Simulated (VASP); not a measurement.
Input:

```
CELL_PARAMETERS angstrom
      3.40969     0.00000     0.00000
     -1.70484     2.95287     0.00000
      0.00000     0.00000    18.60263
ATOMIC_POSITIONS crystal
  Re 0.66667 0.33333 0.50000
  Se 0.33333 0.66667 0.41715
  Se 0.33333 0.66667 0.58285
```

The numbers are results of PBEsol GGA, VASP's PBE PAW potentials (set 64) (plane waves; VASP), not measurements. Run with 400 eV cut-off, 12×12×1 Γ-centred mesh, tetrahedra with Blöchl corrections, potentials Re Se.

The cell holds a wide vacuum, so values per volume refer to the whole cell. For a metal the tetrahedron method with Blöchl corrections gives inexact stress and forces.

Question: Which forces act on the atoms, in eV/Å?

Answer: 
| atom | Fx | Fy | Fz |
|---|---|---|---|
| Re1 | 0.000 | 0.000 | 0.000 |
| Se2 | 0.000 | 0.000 | 0.057 |
| Se3 | 0.000 | 0.000 | -0.057 |

Question: Give the stress tensor in GPa (positive for a compressed cell).

Answer: 
```
 0.06   0.00   0.00
 0.00   0.06   0.00
 0.00   0.00  -0.17
```
The pressure is its mean diagonal, -0.02 GPa.

The cell is a sheet with vacuum, built from a generated structure.
